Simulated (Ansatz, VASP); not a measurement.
# SnAs in two plane-wave programs, part 2 of 2

One calculation is typed for both programs; each brings its own data sets and cutoff. How far apart do they land? The cell is taken from a series of VASP runs on this material, whose earlier steps may have relaxed, scaled or displaced it; both programs get it as it stands.

VASP 6.6.1 and Ansatz 0.2.0.

So far: The starting structure; VASP: band structure, r2SCAN with rVV10, spin-orbit coupling.

### Step 3. Ansatz: band structure, r2SCAN with rVV10, spin-orbit coupling

Level of this step: Ansatz beside VASP: Kohn-Sham DFT, plane waves, r2SCAN with rVV10, spin-orbit coupling (Ansatz).

Ansatz runs on its fully relativistic PAW (standard-fr) files.

The same cell, functional, mesh and smearing now go to Ansatz, which takes its cutoff from its data sets.

File input.yaml:

```yaml
crystal:
  lattice:
    - [0.0, 2.8671404637, 2.8671404637]
    - [2.8671404637, 0.0, 2.8671404637]
    - [2.8671404637, 2.8671404637, 0.0]
  atoms:
    - { symbol: Sn, position: [0.5, 0.5, 0.5] }
    - { symbol: As, position: [0.0, 0.0, 0.0] }
hamiltonian:
  xc: r2scan
  pseudopotentials: { kind: paw_fr }
  dispersion: rvv10
magnetization:
  noncollinear: true
  spin_orbit: true
kpoints:
  mp_grid: { grid: [7, 7, 7] }
  band_path:
    path:
      - [0.0, 0.0, 0.0]
      - [0.16667, 0.0, 0.16667]
      - [0.33333, 0.0, 0.33333]
      - [0.5, 0.0, 0.5]
      - [0.5, 0.08333, 0.58333]
      - [0.5, 0.18333, 0.68333]
      - [0.5, 0.25, 0.75]
      - [0.45, 0.3, 0.75]
      - [0.40833, 0.34167, 0.75]
      - [0.35, 0.35, 0.7]
      - [0.225, 0.225, 0.45]
      - [0.075, 0.075, 0.15]
      - [0.03333, 0.03333, 0.03333]
      - [0.23333, 0.23333, 0.23333]
      - [0.4, 0.4, 0.4]
      - [0.51667, 0.46667, 0.51667]
      - [0.55833, 0.38333, 0.55833]
      - [0.60833, 0.28333, 0.60833]
      - [0.60833, 0.25, 0.64167]
      - [0.55833, 0.25, 0.69167]
      - [0.51667, 0.25, 0.73333]
      - [0.5, 0.3, 0.7]
      - [0.5, 0.38333, 0.61667]
      - [0.5, 0.48333, 0.51667]
      - [0.475, 0.475, 0.55]
      - [0.425, 0.425, 0.65]
      - [0.38333, 0.38333, 0.73333]
      - [0.59167, 0.18333, 0.59167]
      - [0.55, 0.1, 0.55]
      - [0.5, 0.0, 0.5]
    npoints: 1
scf:
  occupations: { method: gaussian, width: 0.05 }
  n_extra_bands: 14
output:
  forces: true
  stress: true
  eigenvalues: true
```

Started as:

```console
$ ansatz run input.yaml --threads 2 --pin off --max-ram 4608MiB --backend cpu --events-out ev --progress --plain --runs-dir out
```

Numbers of over 12 decimals in the logs are rounded to 6 here.

Output:

```text
scf.n_extra_bands = 14 over 29 filled bands (N_el = 29.0): the run solves 43 bands
Engine: ansatz 0.2.0, aarch64-unknown-linux-gnu
Pseudopotentials: kind: paw_fr
Pseudopotential: Sn, paw_fr, valence charge 14, recommended cutoff 500 eV (meta_gga), Sn.paw.azcp#standard-fr
Pseudopotential: As, paw_fr, valence charge 15, recommended cutoff 500 eV (meta_gga), As.paw.azcp#standard-fr
Functional definition: r2SCAN+rVV10
  parameter k0 = 0.174
  parameter k1 = 0.065
  parameter a1 = 4.9479
  exchange = r2scan_x(k0 = k0, k1 = k1, a1 = a1)
  correlation = r2scan_c + rvv10(11.95, 0.0093)
non-collinear run that drives no moment, with spin-orbit: no starting moment large enough to seed its density (crystal.atoms[].spin), no starting occupations that ask for one, no magnetisation constraint and no magnetic field, so the semilocal B_xc is pinned to zero
Crystal: 2 atoms, lattice volume = 47.139 Å³
Basis set: ecut = 500 eV, 1243 PW (Γ), exchange–correlation on 144×144×144 points (64 copies of the dense FFT grid, shifted against one another)
Bands: 43, of which v1, the nominal top of the filled ones, is band 29 counted from 1 (28 counted from 0)
Symmetry: 48 space group operations + 48 with time reversal
Magnetic group: BNS 225.117 (UNI 1619), of the structure as read, at distance tolerance 3.6e-5 Å
k-points: 20 of 343
Projection manifold: j_resolved (fully-relativistic pseudo-atomic orbitals)
Non-local potential: Sn, projectors of the file, l = 0: 2, l = 1: 4, l = 2: 4, l = 3: 4
Non-local potential: As, projectors of the file, l = 0: 2, l = 1: 4, l = 2: 6, l = 3: 2
PAW form: soft (Blöchl's): semilocal exchange-correlation on the pseudo side does not see the compensation charge
rVV10 density: all electrons in the spheres
PAW frozen core: Sn, regenerated for the run's functional (the file was generated under x = pbe(κ = 0.804, μ = 0.219515), c = pbe(β = 0.066725))
PAW frozen core: As, regenerated for the run's functional (the file was generated under x = pbe(κ = 0.804, μ = 0.219515), c = pbe(β = 0.066725))
PAW one-centre angular grid: Sn, 590 points (default); XC on 273 of its mesh's 2787 points in the sphere
PAW one-centre angular grid: As, 590 points (default); XC on 257 of its mesh's 2695 points in the sphere
Initial density: superposition of atomic densities (chi_scale 0.1, normalization cell, long waves kept (reshape's long-wave potential 0.00 eV rms))
Initial wavefunctions: pseudopotential atomic-orbital guess
Functional: x = r2scan, c = r2scan + rvv10(b = 11.95, C = 0.0093); τ floored in thin density (d = 2e-4 eV/Å³)
iter 1 solved again at ethr=6.10e-4 eV; its pass at ethr=3.10e-3 eV (dr2=1.77e-1 eV) is discarded
SCF iter   1: F=—  HF=-10886.863672 eV  |F-HF|=—  |Δ(HF+E_count)|=         —  Δρ=2.18e-2  dr2=1.78e-1  dr2_τ=5.46e-4  dr2_m=0.00e0 (ungated)  ethr=6.10e-4  |M|=0.00e0 ∫|m|=0.00e0 μB  |m|>n=0.0e0 m-floor=0.0e0 τ_xc=0.0e0  β_m=0.30  ⟨swp⟩=3.6  Hψ=5889  notcnv=0  defer=2
preconditioner: auto → none  [insulator: Δε(μ)=0.075 eV  Ē_g=21.389 eV  σ=0.050 eV  W_gap=0.66  n_scr=14 (ndim 8)  ℏωp=23.6 eV  f_vac=0.000  D(μ)=1.56/eV (n_scr^D=14)  ε∞_Penn≈2.2]
SCF iter   2: F=—  HF=-10886.916941 eV  |F-HF|=—  |Δ(HF+E_count)|=   5.33e-2  Δρ=1.54e-2  dr2=7.47e-2  dr2_τ=2.12e-4  dr2_m=0.00e0 (ungated)  ethr=6.10e-4  |M|=0.00e0 ∫|m|=0.00e0 μB  |m|>n=0.0e0 m-floor=0.0e0 τ_xc=0.0e0  β_m=0.55  ⟨swp⟩=2.0  Hψ=1167  notcnv=0  defer=12
preconditioner: auto → Kerker (q_TF=auto, 2.516 Å⁻¹)  [metal: Δε(μ)=0.039 eV  Ē_g=21.442 eV  σ=0.050 eV  W_gap=0.41  n_scr=14 (ndim 8)  ℏωp=23.6 eV  f_vac=0.000  D(μ)=1.92/eV (n_scr^D=14)]
spin=Noncollinear: Kerker preconditioning applied to the charge; magnetization (m_x, m_y, m_z) channels mix plain (no charge-response kernel on spin).
SCF iter   3: F=—  HF=-10886.936004 eV  |F-HF|=—  |Δ(HF+E_count)|=   1.91e-2  Δρ=4.28e-3  dr2=7.67e-3  dr2_τ=2.22e-5  dr2_m=0.00e0 (ungated)  ethr=2.57e-4  |M|=0.00e0 ∫|m|=0.00e0 μB  |m|>n=0.0e0 m-floor=0.0e0 τ_xc=0.0e0  β_m=0.72  ⟨swp⟩=2.6  Hψ=1295  notcnv=0  defer=12
SCF iter   4: F=—  HF=-10886.936309 eV  |F-HF|=—  |Δ(HF+E_count)|=   3.05e-4  Δρ=1.34e-3  dr2=1.03e-3  dr2_τ=1.01e-6  dr2_m=0.00e0 (ungated)  ethr=2.64e-5  |M|=0.00e0 ∫|m|=0.00e0 μB  |m|>n=0.0e0 m-floor=0.0e0 τ_xc=0.0e0  β_m=0.70  ⟨swp⟩=3.0  Hψ=1632  notcnv=0  defer=15
SCF iter   5: F=—  HF=-10886.936092 eV  |F-HF|=—  |Δ(HF+E_count)|=   2.17e-4  Δρ=3.57e-4  dr2=6.35e-5  dr2_τ=1.61e-7  dr2_m=0.00e0 (ungated)  ethr=3.57e-6  |M|=0.00e0 ∫|m|=0.00e0 μB  |m|>n=0.0e0 m-floor=0.0e0 τ_xc=0.0e0  β_m=0.85  ⟨swp⟩=2.0  Hψ=1667  notcnv=0  defer=15
SCF iter   6: F=—  HF=-10886.936088 eV  |F-HF|=—  |Δ(HF+E_count)|=   3.80e-6  Δρ=1.18e-4  dr2=7.97e-6  dr2_τ=2.04e-8  dr2_m=0.00e0 (ungated)  ethr=2.19e-7  |M|=0.00e0 ∫|m|=0.00e0 μB  |m|>n=0.0e0 m-floor=0.0e0 τ_xc=0.0e0  β_m=0.92  ⟨swp⟩=2.0  Hψ=1027  notcnv=0  defer=15
SCF iter   7: F=—  HF=-10886.936088 eV  |F-HF|=—  |Δ(HF+E_count)|=   5.70e-7  Δρ=3.12e-5  dr2=7.59e-7  dr2_τ=1.35e-9  dr2_m=0.00e0 (ungated)  ethr=2.75e-8  |M|=0.00e0 ∫|m|=0.00e0 μB  |m|>n=0.0e0 m-floor=0.0e0 τ_xc=0.0e0  β_m=0.96  ⟨swp⟩=2.8  Hψ=1439  notcnv=0  defer=15
SCF iter   8: F=-10886.936088 eV  HF=-10886.936088 eV  |F-HF|=6.22e-10  |Δ(HF+E_count)|=   1.47e-7  Δρ=3.88e-6  dr2=9.39e-9  dr2_τ=4.53e-11  dr2_m=0.00e0 (ungated)  ethr=3.45e-10  |M|=0.00e0 ∫|m|=0.00e0 μB  |m|>n=0.0e0 m-floor=0.0e0 τ_xc=0.0e0  ⟨swp⟩=8.1  Hψ=3769  notcnv=0
SCF 1 converged in 8 iterations: F = -10886.936088 eV  dr2 = 9.39e-9
  greatest PAW one-centre occupation: 0.999 electrons in one spin orbital (limit 2), on the As atom at site 1 (counted from 0), in its partial waves of l = 2
NSCF: frozen V_eff on 30 k-points
SCF converged after 8 iterations
Magnetization: |M| = 0.0000 μB,  M = (+0.0000, +0.0000, +0.0000) μB
Absolute magnetization: 0.0000 μB (∫|m|)
  site 0: m = (+0.0000, +0.0000, +0.0000) μB, |m| = 0.0000 μB  (R = 1.18 Å)
  site 1: m = (+0.0000, +0.0000, +0.0000) μB, |m| = 0.0000 μB  (R = 1.18 Å)
Free energy (F): -10886.936088 eV
Harris-Foulkes:  -10886.936088 eV  (|F-HF|=6.22e-10)
Internal energy: -10886.933408 eV  (E = F + TS)
E sigma→0 (E₀):  -10886.934748 eV
Entropy (-TS):   -0.002680 eV (-1.340 meV/atom)
Fermi energy:    11.012782 eV
--- Per-component energies (eV) ---
  E_band       = -320.094546
  E_kinetic    = 289.590952
  E_local      = -2484.165888  (includes V_loc(G=0)·N_el)
  E_nonlocal   = -702.380703
  E_hartree    = 1449.283921
  E_xc         = -446.235936
  E_vxc        = -188.498540  (∫ρ·V_xc dr)
  E_paw        = -5994.123169  (= ΣΔE_a)
  E_vpaw       = -144.145013  (= ΣTr[D̂ρ^β])
  E_aug_tail   = -0.000004  (compensation charges beyond the density's cutoff)
  E_vtau       = 10.941179  (kinetic-family band-sum trace: ∫τ·v_τ [+ j·A + Jᵃ·Aᵃ] dr)
  E_ewald      = -2998.207290
  E_core_change = -0.695293  (= ΣΔE_core)
  E_smearing   = -0.002680  (= −TS)
  E_closure    = -0.000000  (closes the sum)
  Σ components = -10886.936088   (vs F -10886.936088, Δ=0.00e0)
--- Forces (eV/Å), atoms counted from 1 ---
  atom   1  Sn    -0.00000000     0.00000000    -0.00000000
  atom   2  As    -0.00000000     0.00000000    -0.00000000
  max |Σ_I F_I| component: 4.63e-24 eV/Å
--- Stress (GPa, compression-positive) ---
       -0.255387      -0.000000       0.000000
        0.000000      -0.255387       0.000000
       -0.000000      -0.000000      -0.255387
  P = ⅓ Tr σ = -0.2554 GPa (-2.554 kbar)
--- Band table (eV; the first three rows and the last of 20) ---
  k-point 0: bands = [... 25 lower, 9.3391, 9.7728, 9.7728, 9.7728, 9.7728, 16.1630, 16.1630, 16.9263, ... 10 higher]
  k-point 1: bands = [... 25 lower, 9.5125, 9.8023, 9.8023, 11.0097, 11.0097, 15.0337, 15.0337, 15.5567, ... 10 higher]
  k-point 2: bands = [... 25 lower, 9.6928, 9.9398, 9.9398, 11.8600, 11.8600, 13.4309, 13.4309, 13.8287, ... 10 higher]
  k-point 19: bands = [... 25 lower, 5.6769, 6.7319, 6.7319, 11.1078, 11.1078, 13.7934, 13.7934, 16.8522, ... 10 higher]
```

Run time: 53 s. Hardware: 2 threads of Arm Neoverse N1, shared host; peak memory 0.77 GiB.

### Step 4. Differences

Known differences besides the potentials themselves: spin-orbit coupling enters by fully relativistic files in Ansatz and inside the spheres in VASP; VASP keeps PBE cores, Ansatz makes them for the functional; the data sets hold 29 valence electrons in Ansatz (fully relativistic PAW (standard-fr) files) and 19 in VASP; the cutoff is 500 eV in Ansatz and 400 eV in VASP. Total energies have different zeros and are not compared.

Both answers:

| quantity | Ansatz | VASP | difference |
| --- | --- | --- | --- |
| pressure (GPa) | -0.26 | -0.02 | -0.24 |

Levels from 3 eV below to 2 eV above the Fermi level differ by 4 meV r.m.s. and 10 meV at most; each VASP level is matched to the nearest of Ansatz, which flatters the figure a little.

### Step 5. Summary of results

| Property | Result |
| --- | --- |
| r.m.s. difference of levels near the Fermi level (band structure, r2SCAN with rVV10, spin-orbit coupling) | 4.0 meV |

**Reading.** The r.m.s. difference of levels near the Fermi level is 4.0 meV (band structure, r2SCAN with rVV10, spin-orbit coupling), within the 80 meV picked in this series as the mark of a large difference. Such differences can come from data sets, numerical settings and the points named under the comparisons, not from the functional's error against experiment.

[Lines on the potential files, build, host, timing and source positions are cut from VASP's logs without a mark.]

[Logs are printed without paths, hosts, clocks, repeated set-up lines and the standing remarks that a program may print on its own settings, such as how far it seeks lower states.]

[Hosts, paths, dates, database ids (printed as entryN), source tags and the programs' standing remarks are cut or masked in the printed files.]
